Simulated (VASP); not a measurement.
```
CELL_PARAMETERS angstrom
      0.00000     2.73607     2.73607
      2.73607     0.00000     2.73607
      2.73607     2.73607     0.00000
ATOMIC_POSITIONS crystal
  Si 0.25000 0.25000 0.25000
  Si 0.75000 0.75000 0.75000
  Ni 0.00000 0.00000 0.00000
```

Calculation: optB88-vdW, VASP's PBE PAW potentials (set 64) (plane waves; VASP). Run with 520 eV cut-off, 9×9×9 Γ-centred mesh, first-order Methfessel-Paxton smearing of 0.10 eV, potentials Si Ni.

**Question.** What does the run give for the energy per atom (σ→0), band gap (on the k-mesh) with the smallest direct gap where there is one?

**Answer.** 
```json
{
  "band gap (on the k-mesh)": "none (metal, semimetal or under 0.01 eV)",
  "energy per atom (σ→0)": "-3.920 eV/atom"
}
```

Only differences to runs with the same potentials and settings are physical.

The compound is NiSi2 in the fluorite structure. It was relaxed first. The start is the result of an earlier pass. The run is not spin-polarised, so no magnetic state was tried.
